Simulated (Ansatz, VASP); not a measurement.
**WC (Qusongite): VASP beside Ansatz**

Aim: how closely do two programs agree when they are given the same cell, functional and k mesh? The cell is taken from a series of VASP runs on this material, whose earlier steps may have relaxed, scaled or displaced it; both programs get it as it stands.

Program: Ansatz 0.2.0. Level of theory: plane waves, with VASP 6.6.1 beside it; relaxation of cell and atoms at r2SCAN. Results are calculated unless marked as measured.

### Step 1. Starting point

The structure is hexagonal, space group P-6m2 (No. 187). The conventional cell has a = 2.907 Å, b = 2.907 Å, c = 2.837 Å, α = 90.00°, β = 90.00°, γ = 120.00°. Nearest to W lie 6 C at 2.20 Å. Nearest to C lie 6 W at 2.20 Å. Farther neighbours are not listed.

### Step 2. VASP: relaxation of cell and atoms, r2SCAN

The relaxed volume is the usual yardstick between codes: its relative difference is about their pressure difference at one cell divided by the bulk modulus.

Lines of VASP's logs that name or quote its potential files are left out, and so is its time.

File INCAR:

```
SYSTEM = WC
PREC = Accurate
ENCUT = 520
EDIFF = 1E-06
NELM = 100
ISMEAR = 0
SIGMA = 0.03
LREAL = .FALSE.
ALGO = Normal
METAGGA = R2SCAN
LASPH = .TRUE.
LORBIT = 11
LWAVE = .FALSE.
LCHARG = .FALSE.
KPAR = 2
IBRION = 2
NSW = 50
ISIF = 3
EDIFFG = -0.01
```

File POSCAR:

```
WC
1.0
    2.9065000000      0.0000000000      0.0000000000
   -1.4532500000      2.5171028361      0.0000000000
    0.0000000000      0.0000000000      2.8366000000
W C
1 1
Direct
    0.0000000000      0.0000000000      0.0000000000
    0.6666666667      0.3333333333      0.5000000000
```

File KPOINTS:

```
Automatic mesh
0
Gamma
8 8 8
0 0 0
```

The projector-augmented-wave data sets are W and C (PBE family, release 64).

On the command line:

```console
mpirun -np 2 vasp_std
```

Numbers of over 12 decimals in the logs are rounded to 6 here.

The program printed:

```text
[banner, memory and clock lines left out]
running    2 mpi-ranks, on    1 nodes
 distrk:  each k-point on    1 cores,    2 groups
 distr:  one band on    1 cores,    1 groups

 POSCAR found type information on POSCAR W C
 POSCAR found :  2 types and       2 ions
|                                                                             |
|               ----> ADVICE to this user running VASP <----                  |
|                                                                             |
|     You enforced a specific xc type in the INCAR file but a different       |
|     [... a line on the potential file left out ...]
|     I HOPE YOU KNOW WHAT YOU ARE DOING!                                     |
|                                                                             |

 LDA part: xc-table for (None), standard interpolation
 POSCAR, INCAR and KPOINTS ok, starting setup
 FFT: planning ... GRIDC
 FFT: planning ... GRID_SOFT
 FFT: planning ... GRID
 WAVECAR not read
 entering main loop
       N       E                     dE             d eps       ncg     rms          rms(c)
DAV:   1    -0.115811988408E+02   -0.11581E+02   -0.53666E+03   908   0.104E+03
DAV:   2    -0.628077350922E+02   -0.51227E+02   -0.50077E+02  1165   0.239E+02
DAV:   3    -0.647612268729E+02   -0.19535E+01   -0.19314E+01  1176   0.369E+01
DAV:   4    -0.647910857065E+02   -0.29859E-01   -0.29681E-01  1222   0.386E+00
DAV:   5    -0.647913715506E+02   -0.28584E-03   -0.28578E-03  1119   0.288E-01    0.313E+01
DAV:   6    -0.617104801267E+02    0.30809E+01   -0.13263E+01  1080   0.247E+01    0.117E+01
DAV:   7    -0.617585694824E+02   -0.48089E-01   -0.40637E-01   933   0.649E+00    0.808E+00
DAV:   8    -0.617472083151E+02    0.11361E-01   -0.65707E-02  1040   0.218E+00    0.143E+00
DAV:   9    -0.617456357856E+02    0.15725E-02   -0.29513E-03   945   0.492E-01    0.351E-01
DAV:  10    -0.617457898300E+02   -0.15404E-03   -0.26564E-04  1172   0.152E-01    0.377E-02
DAV:  11    -0.617457844334E+02    0.53966E-05   -0.20632E-05  1060   0.359E-02    0.454E-03
DAV:  12    -0.617457835152E+02    0.91812E-06   -0.16432E-06   651   0.148E-02
   1 F= -.61745784E+02 E0= -.61745585E+02  d E =-.617458E+02
 curvature:   0.00 expect dE= 0.000E+00 dE for cont linesearch  0.000E+00
 trial: gam= 0.00000 g(F)=  0.426E-47 g(S)=  0.147E-02 ort = 0.000E+00 (trialstep = 0.100E+01)
 search vector abs. value=  0.147E-02
 bond charge predicted
       N       E                     dE             d eps       ncg     rms          rms(c)
DAV:   1    -0.617460478702E+02   -0.26344E-03   -0.75180E-02   908   0.245E+00    0.127E-01
DAV:   2    -0.617456095749E+02    0.43830E-03   -0.11951E-03  1085   0.349E-01    0.103E-01
DAV:   3    -0.617454966252E+02    0.11295E-03   -0.27090E-04  1112   0.122E-01    0.181E-02
DAV:   4    -0.617454961561E+02    0.46916E-06   -0.20190E-05  1092   0.356E-02    0.137E-02
DAV:   5    -0.617454973814E+02   -0.12253E-05   -0.99694E-07   485   0.105E-02    0.294E-03
DAV:   6    -0.617454974305E+02   -0.49100E-07   -0.11589E-07   477   0.372E-03
   2 F= -.61745497E+02 E0= -.61745249E+02  d E =0.286085E-03
 trial-energy change:    0.000286  1 .order    0.000264   -0.001474    0.002003
 step:   0.4149(harm=  0.4240)  dis= 0.00000  next Energy=   -61.746088 (dE=-0.304E-03)
 bond charge predicted
       N       E                     dE             d eps       ncg     rms          rms(c)
DAV:   1    -0.617462710985E+02   -0.77372E-03   -0.25758E-02   908   0.144E+00    0.732E-02
DAV:   2    -0.617461256895E+02    0.14541E-03   -0.40959E-04  1075   0.204E-01    0.592E-02
DAV:   3    -0.617460881854E+02    0.37504E-04   -0.90700E-05  1111   0.711E-02    0.108E-02
DAV:   4    -0.617460877861E+02    0.39926E-06   -0.75389E-06  1069   0.217E-02
   3 F= -.61746088E+02 E0= -.61745877E+02  d E =-.304271E-03
 curvature:  -0.21 expect dE=-0.842E-07 dE for cont linesearch -0.714E-08
 trial: gam=-0.00451 g(F)=  0.423E-47 g(S)=  0.397E-06 ort = 0.705E-05 (trialstep = 0.883E+00)
 search vector abs. value=  0.364E-06
 reached required accuracy - stopping structural energy minimisation
```

OUTCAR, selected parts (step 2):

```text
ion  position               nearest neighbor table
   1  0.000  0.000  0.000-   2 2.20   2 2.20   2 2.20   2 2.20   2 2.20   2 2.20
   2  0.667  0.333  0.500-   1 2.20   1 2.20   1 2.20   1 2.20   1 2.20   1 2.20

  LATTYP: Found a hexagonal cell.
 ALAT       =     2.9065000000
 C/A-ratio  =     0.9759504559

 Subroutine GETGRP returns: Found 12 space group operations
 (whereof 12 operations were pure point group operations)

The static configuration has the point symmetry D_3h.

 Found     50 irreducible k-points:

   k-points           NKPTS =     50   k-points in BZ     NKDIM =     50   number of bands    NBANDS=      9

   dimension x,y,z NGX =    24 NGY =   24 NGZ =   24
   dimension x,y,z NGXF=    48 NGYF=   48 NGZF=   48

   ENCUT  =  520.0 eV  38.22 Ry    6.18 a.u.   5.40  5.40  5.27*2*pi/ulx,y,z

   NELECT =      10.0000    total number of electrons

 k-points in reciprocal lattice and weights: Automatic mesh
   0.00000000  0.00000000  0.00000000       0.002
   0.12500000  0.00000000  0.00000000       0.012
   0.25000000  0.00000000  0.00000000       0.012
   0.37500000  0.00000000  0.00000000       0.012
   0.50000000  0.00000000  0.00000000       0.006
   0.12500000  0.12500000  0.00000000       0.012
   0.25000000  0.12500000  0.00000000       0.023
   0.37500000  0.12500000  0.00000000       0.023
   0.25000000  0.25000000  0.00000000       0.012
[...]
0.25000000  0.25000000  0.50000000       0.012
   0.37500000  0.25000000  0.50000000       0.012

 average (electrostatic) potential at core
       1 -43.0369       2 -48.1393

 E-fermi :   8.1660

 k-point     1 :       0.0000    0.0000    0.0000
  band No.  band energies     occupation
      1      -7.0580      2.00000
      2       3.6889      2.00000
      3       4.6695      2.00000
      4       4.6695      2.00000
      5       8.3503      0.00000
      6      11.5132      0.00000
      7      11.5132      0.00000
      8      14.1554      0.00000
      9      14.1554      0.00000

 k-point     2 :       0.1250    0.0000    0.0000
  band No.  band energies     occupation
      1      -6.6633      2.00000
      2       3.6279      2.00000
      3       4.3272      2.00000
      4       5.0587      2.00000
      5       7.2858      2.00000
      6      11.3694      0.00000
      7      12.7149      0.00000
      8      13.3586      0.00000
      9      13.8660      0.00000

 k-point     3 :       0.2500    0.0000    0.0000
  band No.  band energies     occupation
      1      -5.6188      2.00000
      2       2.4190      2.00000
      3       4.7709      2.00000
      4       5.8055      2.00000
      5       6.0675      2.00000
      6      11.0393      0.00000
      7      12.1389      0.00000
      8      13.3024      0.00000
      9      14.3812      0.00000

  Total        0.0025175      0.0025175      0.0019474      0.0000000      0.0000000     -0.0000000
  in kB        0.1942144      0.1942144      0.1502337      0.0000000      0.0000000     -0.0000000
  external PRESSURE =       0.1795542 kB  Pullay stress =       0.0000000 kB

  energy-cutoff  :      520.00
  volume of cell :       20.77
      direct lattice vectors                 reciprocal lattice vectors
     2.910133128  0.000000000  0.000000000     0.343626891  0.198393078  0.000000000
    -1.455066564  2.520249217  0.000000000     0.000000000  0.396786156  0.000000000
     0.000000000 -0.000000000  2.831690328     0.000000000  0.000000000  0.353145960

 POSITION                                       TOTAL-FORCE (eV/Angst)
 -----------------------------------------------------------------------------------
      0.00000      0.00000      0.00000         0.000000      0.000000      0.000000
      1.45507      0.84008      1.41585        -0.000000     -0.000000      0.000000
 -----------------------------------------------------------------------------------
    total drift:                                0.000000     -0.000000      0.000000

  FREE ENERGIE OF THE ION-ELECTRON SYSTEM (eV)
  ---------------------------------------------------
  free  energy   TOTEN  =       -61.7460877861 eV

  energy  without entropy=      -61.7456656265  energy(sigma->0) =      -61.74587671

 reached required accuracy - stopping structural energy minimisation

 total charge
# of ion       s       p       d       tot
------------------------------------------
    1        0.614   0.889   4.372   5.875
    2        0.872   1.564   0.000   2.436
--------------------------------------------------
tot          1.486   2.453   4.372   8.312

[... 3 further parts left out ...]
```

### Step 3. Ansatz: relaxation of cell and atoms, r2SCAN

Ansatz runs on its default PAW (the set named soft_2) files.

The same cell, functional, mesh and smearing now go to Ansatz, which takes its cutoff from its data sets.

File input.yaml:

```yaml
crystal:
  lattice:
    - [2.9065, 0.0, 0.0]
    - [-1.45325, 2.5171028361, 0.0]
    - [0.0, 0.0, 2.8366]
  atoms:
    - { symbol: W, position: [0.0, 0.0, 0.0] }
    - { symbol: C, position: [0.6666666667, 0.3333333333, 0.5] }
hamiltonian:
  xc: r2scan
  pseudopotentials: { kind: paw }
kpoints:
  mp_grid: { grid: [8, 8, 8] }
scf:
  occupations: { method: gaussian, width: 0.03 }
relax:
  f_tol: 0.01
  max_steps: 60
  cell: { stress_tol: 0.05 }
output:
  forces: true
  stress: true
```

On the command line:

```console
ansatz run input.yaml --threads 4 --pin off --max-ram 9216MiB --backend cpu --events-out ev --progress --plain --runs-dir out
```

The program printed:

```text
Engine: ansatz 0.2.0, aarch64-unknown-linux-gnu
Pseudopotentials: kind: paw
Pseudopotential: W, paw, valence charge 14, recommended cutoff 500 eV (meta_gga), W.paw.azcp
Pseudopotential: C, paw, valence charge 4, recommended cutoff 500 eV (meta_gga), C.paw.azcp
Functional definition: r2SCAN
  parameter k0 = 0.174
  parameter k1 = 0.065
  parameter a1 = 4.9479
  exchange = r2scan_x(k0 = k0, k1 = k1, a1 = a1)
  correlation = r2scan_c
Crystal: 2 atoms, lattice volume = 20.752 Å³
Basis set: ecut = 500 eV, 539 PW (Γ), exchange–correlation on 96×96×96 points (64 copies of the dense FFT grid, shifted against one another)
Bands: 13, of which v1, the nominal top of the filled ones, is band 9 counted from 1 (8 counted from 0)
Symmetry: 12 space group operations
Space group: P-6m2 (ITA 187), of the structure as read, at distance tolerance 2.7e-5 Å
k-points: 50 of 512 (time reversal used)
Non-local potential: W, projectors of the file, l = 0: 3, l = 1: 2, l = 2: 2, l = 3: 1
Non-local potential: C, projectors of the file, l = 0: 2, l = 1: 2, l = 2: 1
PAW form: soft (Blöchl's): semilocal exchange-correlation on the pseudo side does not see the compensation charge
PAW frozen core: W, regenerated for the run's functional (the file was generated under x = pbe(κ = 0.804, μ = 0.219515), c = pbe(β = 0.066725))
PAW frozen core: C, regenerated for the run's functional (the file was generated under x = pbe(κ = 0.804, μ = 0.219515), c = pbe(β = 0.066725))
PAW one-centre angular grid: W, 590 points (default); XC on 160 Gauss nodes
PAW one-centre angular grid: C, 302 points (default); XC on 239 of its mesh's 2573 points in the sphere
Initial density: superposition of atomic densities (neutral atoms: chi_scale 0, normalization atom), corrected by the library's trained network
Initial wavefunctions: pseudopotential atomic-orbital guess
Functional: x = r2scan, c = r2scan; τ floored in thin density (d = 2e-4 eV/Å³)
SCF iter   1: F=—  HF=-10649.250966 eV  |F-HF|=—  |Δ(HF+E_count)|=         —  Δρ=1.08e-2  dr2=1.12e-2  dr2_τ=1.82e-1  ethr=1.77e-3  ⟨swp⟩=6.2  Hψ=3695  notcnv=0
preconditioner: auto → none  [metal: Δε(μ)=0.030 eV  Ē_g=10.615 eV  σ=0.030 eV  W_gap=0.45  n_scr=8 (ndim 8)  ℏωp=25.8 eV  f_vac=0.000  D(μ)=1.07/eV (n_scr^D=8)  sad-step TF]
SCF iter   2: F=—  HF=-10649.322658 eV  |F-HF|=—  |Δ(HF+E_count)|=   7.17e-2  Δρ=6.45e-3  dr2=2.92e-3  dr2_τ=6.45e-4  ethr=6.21e-5  ⟨swp⟩=2.0  Hψ=1497  notcnv=0  defer=3
SCF iter   3: F=—  HF=-10649.325702 eV  |F-HF|=—  |Δ(HF+E_count)|=   3.04e-3  Δρ=2.81e-3  dr2=4.66e-4  dr2_τ=8.78e-5  ethr=1.62e-5  ⟨swp⟩=2.1  Hψ=1103  notcnv=0  defer=3
SCF iter   4: F=—  HF=-10649.326448 eV  |F-HF|=—  |Δ(HF+E_count)|=   7.46e-4  Δρ=2.56e-4  dr2=1.65e-5  dr2_τ=2.34e-6  ethr=2.59e-6  ⟨swp⟩=2.1  Hψ=1037  notcnv=0  defer=3
SCF iter   5: F=—  HF=-10649.326445 eV  |F-HF|=—  |Δ(HF+E_count)|=   3.02e-6  Δρ=7.87e-5  dr2=9.08e-7  dr2_τ=1.03e-7  ethr=9.14e-8  ⟨swp⟩=2.3  Hψ=881  notcnv=0  defer=3
SCF iter   6: F=-10649.326445 eV  HF=-10649.326445 eV  |F-HF|=2.28e-8  |Δ(HF+E_count)|=   3.15e-7  Δρ=1.07e-5  dr2=7.29e-9  dr2_τ=1.24e-9  ethr=5.56e-10  ⟨swp⟩=5.4  Hψ=2403  notcnv=0
SCF 1 converged in 6 iterations: F = -10649.326445 eV  dr2 = 7.29e-9
  greatest PAW one-centre occupation: 0.999 electrons in one spin orbital (limit 2), on the W atom at site 0 (counted from 0), in its partial waves of l = 0
relax step   1: F+E_penalty+E_count = -10649.32644505 eV  Δ(F+E_penalty+E_count) = +0.000e0 eV  max|allowed force component| = 9.714e-17 eV/Å  Δτ_max = 0.0000 Å  P = +1.377 GPa  Ω = 20.752 Å³  (6 SCF iters, dr2 threshold 1.00e-7 eV, accepted)
[...]
relax step   2: F+E_penalty+E_count = -10649.32311658 eV  Δ(F+E_penalty+E_count) = +3.328e-3 eV  max|allowed force component| = 1.758e-16 eV/Å  Δτ_max = 0.0000 Å  P = -1.227 GPa  Ω = 20.919 Å³  energy of the carried Pulay correction = -8.755e-5 eV  (5 SCF iters, dr2 threshold 2.00e-7 eV, rejected (line search))
[...]
relax step   3: F+E_penalty+E_count = -10649.32716137 eV  Δ(F+E_penalty+E_count) = -7.163e-4 eV  max|allowed force component| = 4.626e-17 eV/Å  Δτ_max = 0.0000 Å  P = +0.081 GPa  Ω = 20.827 Å³  energy of the carried Pulay correction = -3.902e-5 eV  (7 SCF iters, accepted)
[...]
relax step   4: F+E_penalty+E_count = -10649.32716135 eV  Δ(F+E_penalty+E_count) = +2.250e-8 eV  max|allowed force component| = 1.573e-16 eV/Å  Δτ_max = 0.0000 Å  P = +0.013 GPa  Ω = 20.830 Å³  energy of the carried Pulay correction = -4.067e-5 eV  (2 SCF iters, dr2 threshold 6.57e-8 eV, accepted)
[...]
relax step   5: F+E_penalty+E_count = -10649.32720152 eV  Δ(F+E_penalty+E_count) = -4.018e-5 eV  max|allowed force component| = 6.476e-17 eV/Å  Δτ_max = 0.0000 Å  P = +0.014 GPa  Ω = 20.830 Å³  stress off target by 2.54e-2 GPa  SCF on the basis re-selected at this cell (its energy is not comparable with the rows above)  (5 SCF iters)
basis re-selected at this cell: Δ(F+E_penalty+E_count) = -4.018e-5 eV, ΔP = +0.001 GPa vs the last step (what re-selecting the basis moved, of the pressure what is left beyond the Pulay correction that the steps carried, after the strain that the cell walked since its last selection, with what the two solves' SCF thresholds leave and, on support functions, any second-order correction that the steps lacked; it is no m [...]
SCF converged after 5 iterations
Free energy (F): -10649.327202 eV
Harris-Foulkes:  -10649.327202 eV  (|F-HF|=1.09e-11)
Internal energy: -10649.326810 eV  (E = F + TS)
E sigma→0 (E₀):  -10649.327006 eV
Entropy (-TS):   -0.000392 eV (-0.196 meV/atom)
Fermi energy:    20.414161 eV
--- Per-component energies (eV) ---
  E_band       = -76.226947
  E_kinetic    = 542.332630
  E_local      = -668.444378  (includes V_loc(G=0)·N_el)
  E_nonlocal   = 25.813313
  E_hartree    = 236.686297
  E_xc         = -297.809752
  E_vxc        = -326.876929  (∫ρ·V_xc dr)
  E_paw        = -8693.374606  (= ΣΔE_a)
  E_vpaw       = -139.127619  (= ΣTr[D̂ρ^β])
  E_aug_tail   = -0.000045  (compensation charges beyond the density's cutoff)
  E_vtau       = 16.703464  (kinetic-family band-sum trace: ∫τ·v_τ [+ j·A + Jᵃ·Aᵃ] dr)
  E_ewald      = -1793.917546
  E_core_change = -0.612723  (= ΣΔE_core)
  E_smearing   = -0.000392  (= −TS)
  E_closure    = 0.000000  (closes the sum)
  Σ components = -10649.327202   (vs F -10649.327202, Δ=0.00e0)
--- Forces (eV/Å), atoms counted from 1 ---
  atom   1  W     -0.00000000     0.00000000     0.00000000
  atom   2  C     -0.00000000     0.00000000    -0.00000000
  max |Σ_I F_I| component: 3.15e-16 eV/Å
--- Stress (GPa, compression-positive) ---
        0.008689      -0.000000       0.000000
       -0.000000       0.008689      -0.000000
        0.000000      -0.000000       0.025385
  P = ⅓ Tr σ = 0.0143 GPa (0.143 kbar)
--- Relaxed structure (4 steps of the walk, 3 accepted, 1 SCFs on fresh bases) ---
  F+E_penalty+E_count = -10649.32720152 eV   max|allowed force component| = 6.476e-17 eV/Å   (the final SCF, on the basis selected at the relaxed cell)
  cell:  # Å, volume = 20.8300 Å³
    - [2.913675, 7.96624413934825e-19, 0]
    - [-1.456838, 2.523317, 0]
    - [0, 0, 2.833194]
  atoms:
    - { symbol: W, position: [-3.7007434155248937e-17, 0, 0] }
    - { symbol: C, position: [0.666667, 0.333333, 0.500000] }
```

It took 7.6 s on 4 threads of Arm Neoverse N1, shared host; peak memory 0.38 GiB; 26 s of CPU time.

### Step 4. Differences

Known differences besides the potentials themselves: VASP keeps PBE cores, Ansatz makes them for the functional; both relaxations stop at a tolerance, which leaves soft axes loose, and VASP keeps its plane-wave basis; the data sets hold 18 valence electrons in Ansatz (default PAW (the set named soft_2) files) and 10 in VASP; the cutoff is 500 eV in Ansatz and 520 eV in VASP; Ansatz adds a Pulay correction to the stress that steers its cell, VASP none. Total energies have different zeros and are not compared.

Both answers:

```csv
quantity,Ansatz,VASP,difference
volume (Å³),20.83,20.77,+0.30 %
"edge a after relaxation, in the typed setting (Å)",2.914,2.910,+0.12 %
"edge c after relaxation, in the typed setting (Å)",2.833,2.832,+0.05 %
```

The walks stopped with 0.01 GPa left in Ansatz and 0.02 GPa in VASP; each walk ends within a tolerance, so the volume difference is uncertain by about these residues over the bulk modulus, most in soft cells.

### Step 5. Outcome

* difference in volume (relaxation of cell and atoms, r2SCAN): 0.30 %

The difference in volume is 0.30 % (relaxation of cell and atoms, r2SCAN), within the 1.2 % picked in this series as the mark of a large difference, as far as the stopping tolerances let one tell. How closely two codes agree says nothing of how well the functional describes the real material.

[Lines on the potential files, build, host, timing and source positions are cut from VASP's logs without a mark.]

[Logs are printed without paths, hosts, clocks, repeated set-up lines and the standing remarks that a program may print on its own settings, such as how far it seeks lower states.]

[Hosts, paths, dates, database ids (printed as entryN), source tags and the programs' standing remarks are cut or masked in the printed files.]
